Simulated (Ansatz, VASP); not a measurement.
# Cross-check of BN between VASP and Ansatz, part 2 of 2

One calculation is typed for both programs; each brings its own data sets. How far apart do they land? The cell is taken from a series of runs on this material, whose earlier steps may have relaxed, scaled, displaced or heated it; both programs get it as it stands.

VASP 6.6.1 and Ansatz 0.2.0.

So far. Step 3 (Ansatz: single point, LDA, pair 1): The run ends at a pressure of -5.83 GPa. Step 5 (VASP: single point, LDA, pair 2): The run ends at a pressure of 6.72 GPa.

## Step 6: Ansatz: single point, LDA, pair 2

Level of this step: Ansatz beside VASP: Kohn-Sham DFT, plane waves, LDA (Ansatz).

The same cell, functional (in two slightly different forms) and mesh now go to Ansatz, which takes its cutoff from its data sets.

The cell is taken from a series of runs on this material, whose earlier steps may have relaxed, scaled, displaced or heated it; both programs get it as it stands.

File input.yaml:

```yaml
crystal:
  lattice:
    - [0.0, 1.7809305601, 1.7809305601]
    - [1.7809305601, 0.0, 1.7809305601]
    - [1.7809305601, 1.7809305601, 0.0]
  atoms:
    - { symbol: B, position: [0.0, 0.0, 0.0] }
    - { symbol: "N", position: [0.75, 0.75, 0.75] }
kpoints:
  mp_grid: { grid: [12, 12, 12] }
hamiltonian:
  xc: lda
  pseudopotentials: { kind: paw, azcp: { folder: soft_1 }, xc_functional: pbe }
scf:
  occupations: { method: fixed }
  lower_state_search: "off"
output:
  forces: true
  stress: true
  eigenvalues: true
  write_density: true
  write_potential: true
  elf: true
  volumetric_format: npy
```

Started as:

```bash
> ansatz run input.yaml --threads 8 --pin off --max-ram 16384MiB --backend cpu --events-out ev --progress --plain --runs-dir out
```

Numbers of over 12 decimals in the logs are rounded to 6 here.

The program printed:

```text
[...]
Crystal: 2 atoms, lattice volume = 11.297 Å³
Basis set: ecut = 420 eV, 229 PW (Γ)
Bands: 8, of which v1, the nominal top of the filled ones, is band 4 counted from 1 (3 counted from 0)
Symmetry: 24 space group operations
[...]
k-points: 72 of 1728 (time reversal used)
[...]
Free energy (F): -526.467994 eV
[...]
Internal energy: -526.467994 eV  (E = F + TS)
E sigma→0 (E₀):  -526.467994 eV
Fermi energy:    11.638692 eV
[...]
--- Stress (GPa, compression-positive) ---
        6.234024       0.000000      -0.000000
        0.000000       6.234024       0.000000
        0.000000       0.000000       6.234024
  P = ⅓ Tr σ = 6.2340 GPa (62.340 kbar)
--- Band table (eV; the first three rows and the last of 72) ---
[...]
[key lines of the parts left out:]
SCF converged after 7 iterations
```

The run ends at a pressure of 6.23 GPa.

## Step 7: Differences

Both answers:

| quantity | Ansatz | VASP | difference |
| --- | --- | --- | --- |
| pressure (GPa) | 6.23 | 6.72 | -0.49 |
| gap on the k mesh (eV) | 4.407 | 4.402 | +0.004 |

A gap on the mesh is an upper bound, since the band edges may lie between its points.

## Step 8: VASP: single point, LDA, pair 3

With cell and atoms fixed, the geometry can't cause a difference; cores, projectors, grids and the points listed under the comparison can. The cell compared in this pair holds 11.13 Å³, against 11.30 Å³ for the pair before.

File INCAR:

```
SYSTEM = BN
PREC = Accurate
ENCUT = 600
EDIFF = 1E-06
NELM = 120
ISMEAR = 0
SIGMA = 0.01
LREAL = .FALSE.
ALGO = Normal
GGA = PW92
NBANDS = 10
LORBIT = 11
LWAVE = .FALSE.
LCHARG = .FALSE.
ISIF = 2
LASPH = .TRUE.
GGA_COMPAT = .FALSE.
EFERMI = MIDGAP
```

File POSCAR:

```
BN
1.0
    0.0000000000      1.7718440216      1.7718440216
    1.7718440216      0.0000000000      1.7718440216
    1.7718440216      1.7718440216      0.0000000000
B N
1 1
Direct
    0.0000000000      0.0000000000      0.0000000000
    0.7500000000      0.7500000000      0.7500000000
```

File KPOINTS:

```
Automatic mesh
0
Gamma
12 12 12
0 0 0
```

Potentials, in the order of the species: B and N (LDA family, release 64).

Started as:

```bash
> mpirun -np 1 vasp_std
```

The program printed:

```text
[... set-up lines as in an earlier step ...]
 entering main loop
       N       E                     dE             d eps       ncg     rms          rms(c)
DAV:   1     0.115451849016E+02    0.11545E+02   -0.54720E+03  1480   0.879E+02
DAV:   2    -0.201300851242E+02   -0.31675E+02   -0.30760E+02  1756   0.172E+02
DAV:   3    -0.206722326809E+02   -0.54215E+00   -0.54124E+00  1686   0.192E+01
DAV:   4    -0.206729544735E+02   -0.72179E-03   -0.72177E-03  1572   0.816E-01
[...]
DAV:   9    -0.194224346744E+02    0.14720E-03   -0.83617E-04  1546   0.283E-01    0.837E-02
DAV:  10    -0.194224195709E+02    0.15104E-04   -0.40961E-05  1642   0.655E-02    0.140E-02
DAV:  11    -0.194224200168E+02   -0.44588E-06   -0.15959E-06  1088   0.937E-03
   1 F= -.19422420E+02 E0= -.19422420E+02  d E =0.000000E+00
```

OUTCAR, selected parts (step 8):

```text
  Total        0.9356205      0.9356205      0.9356205      0.0000000      0.0000000      0.0000000
  in kB      134.7422690    134.7422690    134.7422690      0.0000000      0.0000000      0.0000000
  external PRESSURE =     134.7422690 kB  Pullay stress =       0.0000000 kB

 POSITION                                       TOTAL-FORCE (eV/Angst)
 -----------------------------------------------------------------------------------
      0.00000      0.00000      0.00000        -0.000000      0.000000     -0.000000
      2.65777      2.65777      2.65777         0.000000     -0.000000      0.000000
 -----------------------------------------------------------------------------------
    total drift:                                0.000000      0.000000      0.000000

  FREE ENERGIE OF THE ION-ELECTRON SYSTEM (eV)
  ---------------------------------------------------
  free  energy   TOTEN  =       -19.4224200168 eV

  energy  without entropy=      -19.4224200168  energy(sigma->0) =      -19.42242002

[... 1 part as in an earlier step ...]

[... 2 further parts left out ...]
[key lines of the parts left out:]
E-fermi :  10.3579
```

The run ends at a pressure of 13.47 GPa.

## Step 9: Ansatz: single point, LDA, pair 3

The same cell, functional (in two slightly different forms) and mesh now go to Ansatz, which takes its cutoff from its data sets.

The cell is taken from a series of runs on this material, whose earlier steps may have relaxed, scaled, displaced or heated it; both programs get it as it stands.

input.yaml, the sections that differ from step 6:

```yaml
crystal:
  lattice:
    - [0.0, 1.7718440216, 1.7718440216]
    - [1.7718440216, 0.0, 1.7718440216]
    - [1.7718440216, 1.7718440216, 0.0]
  atoms:
    - { symbol: B, position: [0.0, 0.0, 0.0] }
    - { symbol: "N", position: [0.75, 0.75, 0.75] }
output:
  forces: true
  stress: true
  eigenvalues: true
# kpoints, hamiltonian, scf: as in step 6
```

Started as:

```bash
> ansatz run input.yaml --threads 8 --pin off --max-ram 16384MiB --backend cpu --events-out ev --progress --plain --runs-dir out
```

The program printed:

```text
[...]
Crystal: 2 atoms, lattice volume = 11.125 Å³
Basis set: ecut = 420 eV, 229 PW (Γ)
Bands: 8, of which v1, the nominal top of the filled ones, is band 4 counted from 1 (3 counted from 0)
Symmetry: 24 space group operations
[...]
k-points: 72 of 1728 (time reversal used)
[...]
Free energy (F): -526.457571 eV
[...]
Internal energy: -526.457571 eV  (E = F + TS)
E sigma→0 (E₀):  -526.457571 eV
Fermi energy:    11.895303 eV
[...]
--- Stress (GPa, compression-positive) ---
       12.910956       0.000000      -0.000000
        0.000000      12.910956       0.000000
       -0.000000       0.000000      12.910956
  P = ⅓ Tr σ = 12.9110 GPa (129.110 kbar)
--- Band table (eV; the first three rows and the last of 72) ---
[...]
[key lines of the parts left out:]
SCF converged after 7 iterations
```

The run ends at a pressure of 12.91 GPa.

## Step 10: Comparison

Both answers:

| quantity | Ansatz | VASP | difference |
| --- | --- | --- | --- |
| pressure (GPa) | 12.91 | 13.47 | -0.56 |
| gap on the k mesh (eV) | 4.425 | 4.420 | +0.006 |

A gap on the mesh is an upper bound, since the band edges may lie between its points.

## Step 11: Results

```json
{"difference in gap on the k mesh (single point, LDA, pair 1)": "0.0049 eV", "difference in gap on the k mesh (single point, LDA, pair 2)": "0.0045 eV", "difference in gap on the k mesh (single point, LDA, pair 3)": "0.0055 eV", "difference in pressure (single point, LDA, pair 3)": "-0.56 GPa"}
```

The difference in pressure is -0.56 GPa (single point, LDA, pair 3), within the 1 GPa picked in this series as the mark of a large difference. How closely two codes agree says nothing of how well the functional describes the real material.

[Lines on the potential files, build, host, timing and source positions are cut from VASP's logs without a mark.]

[Logs are printed without paths, hosts, clocks, repeated set-up lines and the standing remarks that a program may print on its own settings, such as how far it seeks lower states.]

[Hosts, paths, dates, database ids (printed as entryN), source tags and the programs' standing remarks are cut or masked in the printed files.]
